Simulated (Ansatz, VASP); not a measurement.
**CaScSi3 in VASP and in Ansatz**

Contents of INCAR:

```
SYSTEM = CaScSi3
ALGO     = Normal         ! electronic algorithm
EDIFF    = 1E-6           ! SCF threshold, eV
ENCUT    = 520            ! plane-wave cutoff, eV
GGA      = PE             ! functional
ISIF     = 2              ! what is computed and relaxed
ISMEAR   = 0              ! smearing method
ISPIN    = 2              ! spin polarisation
LASPH    = .TRUE.         ! aspherical terms in the spheres
LCHARG   = .FALSE.        ! write CHGCAR
LMAXMIX  = 4              ! l up to which the mixer works
LORBIT   = 11             ! projections on sites
LREAL    = .FALSE.        ! projectors in reciprocal space
LWAVE    = .FALSE.        ! write WAVECAR
MAGMOM   = 0 1 0 0 0      ! initial moments
NBANDS   = 28             ! bands
NELM     = 150            ! most SCF steps
PREC     = Accurate       ! precision mode
SIGMA    = 0.1            ! smearing width, eV
```

File KPOINTS:

```
k-points
0
G
  4 4 4
  0 0 0
```

POSCAR

```
CaScSi3
1.0
    4.9848263698      0.0000000000      0.0000000000
    0.0000000000      4.9848263698      0.0000000000
    0.0000000000      0.0000000000      4.9848263698
Ca Sc Si
1 1 3
Direct
    0.0000000000      0.0000000000      0.0000000000
    0.5000000000      0.5000000000      0.5000000000
    0.0000000000      0.5000000000      0.5000000000
    0.5000000000      0.0000000000      0.5000000000
    0.5000000000      0.5000000000      0.0000000000
```

Input for Ansatz:

```yaml
crystal:
  lattice:
    - [4.9848263698, 0.0, 0.0]
    - [0.0, 4.9848263698, 0.0]
    - [0.0, 0.0, 4.9848263698]
  atoms:
    - { symbol: Ca, position: [0.0, 0.0, 0.0] }
    - { symbol: Sc, position: [0.5, 0.5, 0.5], spin: 1.0 }
    - { symbol: Si, position: [0.0, 0.5, 0.5] }
    - { symbol: Si, position: [0.5, 0.0, 0.5] }
    - { symbol: Si, position: [0.5, 0.5, 0.0] }
basis:
  ecutwfc: 420
kpoints:
  mp_grid: { grid: [4, 4, 4] }
hamiltonian:
  xc: pbe
scf:
  occupations: { method: gaussian, width: 0.1 }
  lower_state_search: "off"
output:
  forces: true
  stress: true
  eigenvalues: true
  populations: true
magnetization:
  spin_polarized: true
```

Change from the starting cell: species swapped into the Ca3PbO type (Pm-3m, No. 221).

Alike in both runs: task single point; functional PBE; k mesh 4 × 4 × 4; occupations gaussian, width 0.1 eV; collinear spin.

```csv
,VASP,Ansatz
version,VASP 6.6.1,Ansatz 0.2.0
potentials or method,"VASP PAW PBE potentials, release 64 (Ca_sv, Sc_sv, Si)","scalar-relativistic, plane waves, PAW"
plane-wave cutoff (eV),520,420
valence electrons in the cell,33,33
```

```csv
,VASP,Ansatz,Ansatz less VASP
gap on the k mesh at the Fermi level (eV),none,none,-
pressure (GPa),0.2,0.2,-0.05
net moment per atom (μB),0.00,0.00,0.000
```

A gap of «none» marks a metal or a gap that the smearing closes. With one functional, cell and mesh, what is left measures potentials, basis and numerics. Ansatz warned: «seeded_moment_not_kept».
